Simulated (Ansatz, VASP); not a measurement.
**Cross-check of Al between VASP and Ansatz**

Wanted: the spread between two codes on one cell, functional and k mesh. The structure shown is frame 338 of Ansatz's trajectory.

Calculated with Ansatz 0.2.0; plane waves, with VASP 6.6.1 beside it; single point at LDA.

**1. Starting point**

The cell holds 76 atoms: 76 Al. Cell: a = 11.241 Å, b = 11.241 Å, c = 11.241 Å, α = 90.0°, β = 90.0°, γ = 90.0°. As first built, before any earlier steps moved the atoms (in the runner's words): 76 atoms (76 Al) placed at random at 2.38 g/cm^3, melted at 1533 K for 5 ps at fixed volume with the Finnis-Sinclair Al potential (Mendelev, file Al_mm.eam.fs of the LAMMPS distribution). Snapshot at the end of a hold of 8 ps at 933 K and fixed volume.

**2. Ansatz: dynamics, LDA**

Ansatz runs on its default PAW (the set named soft_2) files.

One frame of this run of dynamics is then solved in both programs, so the motion causes no difference.

File input.yaml:

```yaml
crystal:
  lattice:
    - [11.276, 0.0, 0.0]
    - [0.0, 11.276, 0.0]
    - [0.0, 0.0, 11.276]
  atoms:
    - { symbol: Al, position: [0.75847, 0.9068, 0.29477] }
    - { symbol: Al, position: [0.47357, 0.10862, 0.6001] }
    - { symbol: Al, position: [0.10019, 0.03811, 0.93328] }
    - { symbol: Al, position: [0.71034, 0.94842, 0.05452] }
    - { symbol: Al, position: [0.20729, 0.43733, 0.21712] }
    - { symbol: Al, position: [0.02216, 0.50692, 0.78216] }
    - { symbol: Al, position: [0.78911, 0.45872, 0.15541] }
    - { symbol: Al, position: [0.08079, 0.88247, 0.71257] }
    - { symbol: Al, position: [0.45703, 0.74053, 0.43938] }
    - { symbol: Al, position: [0.4806, 0.8, 0.02448] }
    - { symbol: Al, position: [0.415, 0.8638, 0.61506] }
    - { symbol: Al, position: [0.92643, 0.44055, 0.98581] }
    - { symbol: Al, position: [0.26234, 0.22889, 0.57779] }
    - { symbol: Al, position: [0.4537, 0.51292, 0.28646] }
    - { symbol: Al, position: [0.54352, 0.14228, 0.0146] }
    - { symbol: Al, position: [0.14637, 0.27392, 0.02022] }
    - { symbol: Al, position: [0.4112, 0.60929, 0.84706] }
    - { symbol: Al, position: [0.32474, 0.22123, 0.16821] }
    - { symbol: Al, position: [0.28419, 0.43158, 0.70714] }
    - { symbol: Al, position: [0.53074, 0.42124, 0.77789] }
    - { symbol: Al, position: [0.02315, 0.49569, 0.36626] }
    - { symbol: Al, position: [0.68438, 0.59132, 0.3353] }
    - { symbol: Al, position: [0.53711, 0.08056, 0.25633] }
    - { symbol: Al, position: [0.31189, 0.63395, 0.60982] }
    - { symbol: Al, position: [0.05399, 0.62112, 0.57344] }
    - { symbol: Al, position: [0.42251, 0.29023, 0.38923] }
    - { symbol: Al, position: [0.31174, 0.99098, 0.97744] }
    - { symbol: Al, position: [0.71961, 0.34625, 0.40602] }
    - { symbol: Al, position: [0.30112, 0.81018, 0.80108] }
    - { symbol: Al, position: [0.26655, 0.65184, 0.30719] }
    - { symbol: Al, position: [0.29631, 0.88001, 0.23216] }
    - { symbol: Al, position: [0.85021, 0.5224, 0.57331] }
    - { symbol: Al, position: [0.25701, 0.06446, 0.72917] }
    - { symbol: Al, position: [0.51564, 0.49629, 0.54863] }
    - { symbol: Al, position: [0.47814, 0.97272, 0.83235] }
    - { symbol: Al, position: [0.35996, 0.58073, 0.08677] }
    - { symbol: Al, position: [0.08537, 0.26764, 0.76087] }
    - { symbol: Al, position: [0.65308, 0.34312, 0.93612] }
    - { symbol: Al, position: [0.33911, 0.04468, 0.40703] }
    - { symbol: Al, position: [0.74916, 0.70562, 0.12156] }
    - { symbol: Al, position: [0.05015, 0.70828, 0.86621] }
    - { symbol: Al, position: [0.40968, 0.21042, 0.8418] }
    - { symbol: Al, position: [0.75524, 0.56833, 0.84137] }
    - { symbol: Al, position: [0.68259, 0.80824, 0.49446] }
    - { symbol: Al, position: [0.07537, 0.08178, 0.56997] }
    - { symbol: Al, position: [0.20984, 0.82072, 0.48611] }
    - { symbol: Al, position: [0.26049, 0.48113, 0.44967] }
    - { symbol: Al, position: [0.93442, 0.10803, 0.28802] }
    - { symbol: Al, position: [0.8694, 0.73489, 0.66827] }
    - { symbol: Al, position: [0.91584, 0.09539, 0.74006] }
    - { symbol: Al, position: [0.66466, 0.22172, 0.65347] }
    - { symbol: Al, position: [0.99012, 0.61968, 0.11412] }
    - { symbol: Al, position: [0.91118, 0.74702, 0.42198] }
    - { symbol: Al, position: [0.53183, 0.79753, 0.2402] }
    - { symbol: Al, position: [0.37078, 0.36031, 0.99735] }
    - { symbol: Al, position: [0.65205, 0.79028, 0.8886] }
    - { symbol: Al, position: [0.66257, 0.98632, 0.66789] }
    - { symbol: Al, position: [0.59437, 0.68669, 0.68135] }
    - { symbol: Al, position: [0.87713, 0.94861, 0.54172] }
    - { symbol: Al, position: [0.70712, 0.20779, 0.19625] }
    - { symbol: Al, position: [0.51715, 0.32609, 0.17575] }
    - { symbol: Al, position: [0.14371, 0.7837, 0.05782] }
    - { symbol: Al, position: [0.87538, 0.19698, 0.5467] }
    - { symbol: Al, position: [0.97592, 0.32962, 0.19877] }
    - { symbol: Al, position: [0.04057, 0.369, 0.54836] }
    - { symbol: Al, position: [0.16247, 0.50554, 0.9724] }
    - { symbol: Al, position: [0.84218, 0.32782, 0.76483] }
    - { symbol: Al, position: [0.58972, 0.54902, 0.02821] }
    - { symbol: Al, position: [0.14031, 0.06563, 0.20879] }
    - { symbol: Al, position: [0.64885, 0.12537, 0.4394] }
    - { symbol: Al, position: [0.136, 0.23558, 0.37444] }
    - { symbol: Al, position: [0.71362, 0.11411, 0.86238] }
    - { symbol: Al, position: [0.03667, 0.82572, 0.28593] }
    - { symbol: Al, position: [0.89728, 0.91756, 0.86171] }
    - { symbol: Al, position: [0.97899, 0.95153, 0.10854] }
    - { symbol: Al, position: [0.89507, 0.17637, 0.00118] }
kpoints:
  mp_grid: { grid: [1, 1, 1] }
hamiltonian:
  xc: lda
scf:
  occupations: { method: fermi_dirac, width: 0.08 }
output:
  forces: true
  stress: true
md:
  timestep: 3.0
  n_steps: 1000
  ensemble: npt_langevin
  temperature: 933
  initial_velocities: maxwell_boltzmann
  seed: 5
  pressure: 0
```

On the command line:

```sh
ansatz run input.yaml --threads 4 --pin off --max-ram 15360MiB --backend cpu --events-out ev --progress --plain --runs-dir out
```

Numbers of over 12 decimals in the logs are rounded to 6 here.

The program printed:

```text
Warning: md: disabling space-group detection — thermal motion breaks the input geometry's symmetry, so no spatial operation reduces the k-mesh or symmetrises the density; time reversal is kept, so that k and −k are solved as one point where they differ and the mesh holds both, and exact exchange and, on two spinor components, a DFT+U term hold to it where the run has them: on two components no moment then forms, and  [...]
Engine: ansatz 0.2.0, aarch64-unknown-linux-gnu
Pseudopotentials: kind: paw
Pseudopotential: Al, paw, valence charge 3, recommended cutoff 420 eV (normal), Al.paw.azcp
Functional definition: SPW92
  exchange = slater_x
  correlation = pw_c
Crystal: 76 atoms, lattice volume = 1433.723 Å³
Basis set: ecut = 420 eV (smoothed over ±3.0 %; plane waves to 437.0 eV, density to 1747.9 eV), 29711 PW (Γ)
Bands: 190, of which v1, the nominal top of the filled ones, is band 114 counted from 1 (113 counted from 0)
Symmetry: 1 space group operations
k-points: 1
Non-local potential: Al, projectors of the file, l = 0: 2, l = 1: 2, l = 2: 1
PAW form: soft (Blöchl's): semilocal exchange-correlation on the pseudo side does not see the compensation charge
PAW frozen core: Al, regenerated for the run's functional, and the local potential with it (the file was generated under x = pbe(κ = 0.804, μ = 0.219515), c = pbe(β = 0.066725))
PAW one-centre angular grid: Al, 110 points (default); XC on 64 Gauss nodes
Initial density: superposition of atomic densities (neutral atoms: chi_scale 0, normalization atom), corrected by the library's trained network
Initial wavefunctions: pseudopotential atomic-orbital guess
Functional: x = slater, c = lda
SCF iter   1: F=—  HF=-38949.394564 eV  |F-HF|=—  |Δ(HF+E_count)|=         —  Δρ=5.66e-3  dr2=1.39e0  ethr=1.77e-3  ⟨swp⟩=7.0  Hψ=983  notcnv=0  defer=12
preconditioner: auto → Kerker (q_TF=auto, 2.008 Å⁻¹)  [metal: Δε(μ)=0.103 eV  Ē_g=6.046 eV  σ=0.080 eV  W_gap=0.31  n_scr=178 (ndim 8)  ℏωp=14.8 eV  f_vac=0.000  D(μ)=45.78/eV (n_scr^D=340)]
SCF iter   2: F=—  HF=-38949.149583 eV  |F-HF|=—  |Δ(HF+E_count)|=   2.45e-1  Δρ=3.24e-3  dr2=4.11e-1  ethr=6.10e-4  ⟨swp⟩=1.0  Hψ=219  notcnv=0  defer=12
SCF iter   3: F=—  HF=-38949.040102 eV  |F-HF|=—  |Δ(HF+E_count)|=   1.09e-1  Δρ=5.40e-4  dr2=7.79e-3  ethr=1.80e-4  ⟨swp⟩=3.0  Hψ=307  notcnv=0  defer=12
SCF iter   4: F=—  HF=-38949.038042 eV  |F-HF|=—  |Δ(HF+E_count)|=   2.06e-3  Δρ=1.47e-4  dr2=7.81e-4  ethr=3.42e-6  ⟨swp⟩=3.0  Hψ=292  notcnv=0  defer=12
SCF iter   5: F=—  HF=-38949.037867 eV  |F-HF|=—  |Δ(HF+E_count)|=   1.75e-4  Δρ=3.06e-5  dr2=2.97e-5  ethr=3.43e-7  ⟨swp⟩=2.0  Hψ=255  notcnv=0  defer=12
SCF iter   6: F=—  HF=-38949.037841 eV  |F-HF|=—  |Δ(HF+E_count)|=   2.62e-5  Δρ=8.48e-6  dr2=2.86e-6  ethr=1.30e-8  ⟨swp⟩=2.0  Hψ=267  notcnv=0  defer=19
SCF iter   7: F=—  HF=-38949.037841 eV  |F-HF|=—  |Δ(HF+E_count)|=   2.18e-7  Δρ=2.02e-6  dr2=1.91e-7  ethr=1.25e-9  ⟨swp⟩=2.0  Hψ=272  notcnv=0  defer=19
SCF iter   8: F=-38949.037841 eV  HF=-38949.037841 eV  |F-HF|=5.33e-9  |Δ(HF+E_count)|=   1.62e-8  Δρ=4.86e-7  dr2=9.00e-9  ethr=3.33e-11  ⟨swp⟩=3.0  Hψ=433  notcnv=0
SCF 1 converged in 8 iterations: F = -38949.037841 eV  dr2 = 9.00e-9
  greatest PAW one-centre occupation: 0.494 electrons in one spin orbital (limit 2), on the Al atom at site 27 (counted from 0), in its partial waves of l = 0
md step     0: t =     0.00 fs  T =   920.7 K  F+E_penalty+E_count = -38949.03784071 eV  E_kin = 9.044968 eV  conserved = -38940.57721984 eV  P_inst = -1.2661 GPa  V = 1433.7228 Å³  selection 1  (8 SCF iters)
[...]
md step   993: t =  2979.00 fs  T =   720.3 K  F+E_penalty+E_count = -38948.81708395 eV  E_kin = 7.075797 eV  conserved = -38940.57548207 eV  P_inst = -0.9343 GPa  V = 1466.9206 Å³  selection 1  (5 SCF iters)
[...]
md step   996: t =  2988.00 fs  T =   784.6 K  F+E_penalty+E_count = -38949.22352352 eV  E_kin = 7.707358 eV  conserved = -38940.58048776 eV  P_inst = -1.0266 GPa  V = 1468.9661 Å³  selection 1  (5 SCF iters)
[...]
md step   999: t =  2997.00 fs  T =   760.3 K  F+E_penalty+E_count = -38949.17152771 eV  E_kin = 7.469170 eV  conserved = -38940.57359142 eV  P_inst = -0.9711 GPa  V = 1469.2988 Å³  selection 1  (5 SCF iters)
Crystal: 76 atoms, lattice volume = 1468.730 Å³
iter 1 solved again at ethr=6.55e-5 eV; its pass at ethr=3.10e-3 eV (dr2=1.49e-1 eV) is discarded
SCF iter   1: F=—  HF=-38949.143225 eV  |F-HF|=—  |Δ(HF+E_count)|=         —  Δρ=1.68e-3  dr2=1.58e-1  ethr=6.55e-5  ⟨swp⟩=8.0  Hψ=857  notcnv=0
preconditioner: auto → Kerker (q_TF=auto, 2.000 Å⁻¹)  [metal: Δε(μ)=0.093 eV  Ē_g=6.025 eV  σ=0.080 eV  W_gap=0.28  n_scr=202 (ndim 8)  ℏωp=14.6 eV  f_vac=0.000  D(μ)=43.91/eV (n_scr^D=304)]
SCF iter   2: F=—  HF=-38949.118355 eV  |F-HF|=—  |Δ(HF+E_count)|=   2.49e-2  Δρ=9.01e-4  dr2=3.83e-2  ethr=6.55e-5  ⟨swp⟩=1.0  Hψ=190  notcnv=0
SCF iter   3: F=—  HF=-38949.110355 eV  |F-HF|=—  |Δ(HF+E_count)|=   8.00e-3  Δρ=1.14e-4  dr2=2.73e-4  ethr=1.68e-5  ⟨swp⟩=3.0  Hψ=280  notcnv=0
SCF iter   4: F=—  HF=-38949.110293 eV  |F-HF|=—  |Δ(HF+E_count)|=   6.28e-5  Δρ=2.74e-5  dr2=2.12e-5  ethr=1.20e-7  ⟨swp⟩=2.0  Hψ=318  notcnv=0
SCF iter   5: F=—  HF=-38949.110309 eV  |F-HF|=—  |Δ(HF+E_count)|=   1.60e-5  Δρ=4.12e-6  dr2=4.92e-7  ethr=9.28e-9  ⟨swp⟩=2.0  Hψ=308  notcnv=0
SCF iter   6: F=-38949.110309 eV  HF=-38949.110309 eV  |F-HF|=1.93e-8  |Δ(HF+E_count)|=   3.73e-8  Δρ=1.16e-6  dr2=4.35e-8  ethr=3.33e-11  ⟨swp⟩=4.0  Hψ=488  notcnv=0
SCF 1001 converged in 6 iterations: F = -38949.110309 eV  dr2 = 4.35e-8
Basis set: ecut = 420 eV, 28545 PW (Γ)
Initial wavefunctions: pseudopotential atomic-orbital guess (no wavefunctions were taken with the density)
iter 1 solved again at ethr=1.26e-6 eV; its pass at ethr=3.10e-3 eV (dr2=2.88e-3 eV) is discarded
SCF iter   1: F=—  HF=-38949.109230 eV  |F-HF|=—  |Δ(HF+E_count)|=         —  Δρ=5.75e-6  dr2=8.97e-8  ethr=1.26e-6  ⟨swp⟩=5.0  Hψ=1741  notcnv=0
eigensolver tolerance schedule: the retry pair's looser diagonalisation over-reported the residual by 32042.16 of it (diagonalisation noise at an unbounded share of the residual, at the tolerance the schedule requests for it); recorded, not acted on — ethr = c·dr2/N_el stays at c = 1.0e-1
preconditioner: auto → Kerker (q_TF=auto, 2.000 Å⁻¹)  [metal: Δε(μ)=0.097 eV  Ē_g=6.024 eV  σ=0.080 eV  W_gap=0.29  n_scr=202 (ndim 8)  ℏωp=14.6 eV  f_vac=0.000  D(μ)=44.04/eV (n_scr^D=304)]
SCF iter   2: F=—  HF=-38949.108953 eV  |F-HF|=—  |Δ(HF+E_count)|=   2.77e-4  Δρ=3.02e-6  dr2=3.08e-8  ethr=3.33e-11  ⟨swp⟩=2.0  Hψ=732  notcnv=0
SCF iter   3: F=-38949.108954 eV  HF=-38949.108954 eV  |F-HF|=1.67e-9  |Δ(HF+E_count)|=   8.59e-8  Δρ=6.21e-7  dr2=3.95e-9  ethr=1.35e-11  ⟨swp⟩=2.0  Hψ=498  notcnv=0
SCF 1002 converged in 3 iterations: F = -38949.108954 eV  dr2 = 3.95e-9
SCF converged after 3 iterations
Free energy (F): -38949.108954 eV
Harris-Foulkes:  -38949.108954 eV  (|F-HF|=1.67e-9)
Internal energy: -38948.179321 eV  (E = F + TS)
E sigma→0 (E₀):  -38948.644137 eV
Entropy (-TS):   -0.929633 eV (-12.232 meV/atom)
Fermi energy:    6.107009 eV
--- Per-component energies (eV) ---
  E_band       = 455.630843
  E_kinetic    = 1668.048144
  E_local      = 122.907805  (includes V_loc(G=0)·N_el)
  E_nonlocal   = 857.913819
  E_hartree    = 138.592395
  E_xc         = -2942.771792
  E_vxc        = -2164.648100  (∫ρ·V_xc dr)
  E_paw        = -33689.913202  (= ΣΔE_a)
  E_vpaw       = -305.774972  (= ΣTr[D̂ρ^β])
  E_aug_tail   = -0.000288  (compensation charges beyond the density's cutoff)
  E_ewald      = -5107.190658
  E_core_change = 4.234456  (= ΣΔE_core)
  E_smearing   = -0.929633  (= −TS)
  E_closure    = -0.000000  (closes the sum)
  Σ components = -38949.108954   (vs F -38949.108954, Δ=0.00e0)
--- Forces (eV/Å), atoms counted from 1 ---
  atom   1  Al    -0.82844921    -0.21926736    -0.35630056
  atom   2  Al    -0.48565517    -0.23127322    -0.27248825
  atom   3  Al    -0.29530929    -0.55338653     0.28659315
  atom   4  Al     0.28186798    -0.45922099    -0.14118705
  atom   5  Al     0.13792406     0.00346765    -0.07826360
  atom   6  Al    -0.06371883    -0.15657954    -0.09577739
  atom   7  Al     0.22718004    -0.10583388     0.26736323
  atom   8  Al    -1.00049296     0.80662537    -0.27879221
  atom   9  Al    -2.45719326    -0.09178231     0.95659375
  atom  10  Al     0.95230829     0.13266424    -0.97394059
  atom  11  Al     1.19886958     0.10370332     0.52018807
  atom  12  Al     0.20180664    -0.22819810     0.58235484
  atom  13  Al     0.19075417    -0.10351644    -0.18186962
  atom  14  Al     0.19420953     0.04657610     0.76295200
  atom  15  Al     0.59191046     0.29612327     0.02065490
  atom  16  Al    -0.45730463     0.28519982     0.15926896
  atom  17  Al    -0.65960319    -0.22640782    -0.35312515
  atom  18  Al     1.00131533    -0.05349858     0.00304987
  atom  19  Al    -0.00520081     0.18034881     0.15196507
  atom  20  Al    -1.01752023     0.57475839    -0.19263114
  atom  21  Al    -0.72633695    -0.28572630     1.37730081
  atom  22  Al    -0.13970973     0.25657138     0.11664775
  atom  23  Al     1.58157138    -0.65004138     1.77274280
  atom  24  Al    -0.21644054     0.09612426     0.43262241
[...]
atom  69  Al    -0.91240424    -0.11291561     0.23342101
  atom  70  Al     0.45463805    -0.07420377    -0.49060202
  atom  71  Al    -0.02420768    -0.00997876     0.30345175
  atom  72  Al     0.13698344    -0.05955410    -0.45068470
  atom  73  Al     0.41590405     0.12114429    -0.02172913
  atom  74  Al     0.37286384    -0.50602125    -0.10358552
  atom  75  Al     0.50135411    -0.47302487     0.24666844
  atom  76  Al    -0.22149922     0.38779249    -0.23855144
  max |Σ_I F_I| component: 8.61e-5 eV/Å
--- Stress (GPa, compression-positive) ---
       -1.810896      -0.651597       0.424725
       -0.651597      -0.615140      -0.610689
        0.424725      -0.610689      -1.903097
  P = ⅓ Tr σ = -1.4430 GPa (-14.430 kbar)
--- MD trajectory: 1000 steps, t = 0.0 → 3000.0 fs ---
  final state: T = 794.0 K   F+E_penalty+E_count = -38949.11030853 eV   E_kin = 7.800501 eV
  conserved energy: peak-to-peak 2.517e-2 eV (3.312e-4 eV/atom) over 3000.0 fs
  cell: V = 1468.7297 Å³ at the end; means of 1001 rows, the approach among them: V = 1448.0766 Å³, P_inst = 0.0158 GPa
  mean static stress (GPa): xx -0.7039  yy -0.4385  zz -0.8193  yz 0.0628  xz -0.0006  xy -0.0279
  the result is of one more SCF, on plane waves selected at the last cell: its energy does not rank with the rows'
```

Reading the cycles: dr2 is the Hartree energy of the density residual (eV), the measure of convergence; HF is the Harris–Foulkes estimate of the energy, which meets the free energy F at convergence.

(Part 1 of 2 ends here.)

[Lines on the potential files, build, host, timing and source positions are cut from VASP's logs without a mark.]

[Logs are printed without paths, hosts, clocks, repeated set-up lines and the standing remarks that a program may print on its own settings, such as how far it seeks lower states.]

[Hosts, paths, dates, database ids (printed as entryN), source tags and the programs' standing remarks are cut or masked in the printed files.]
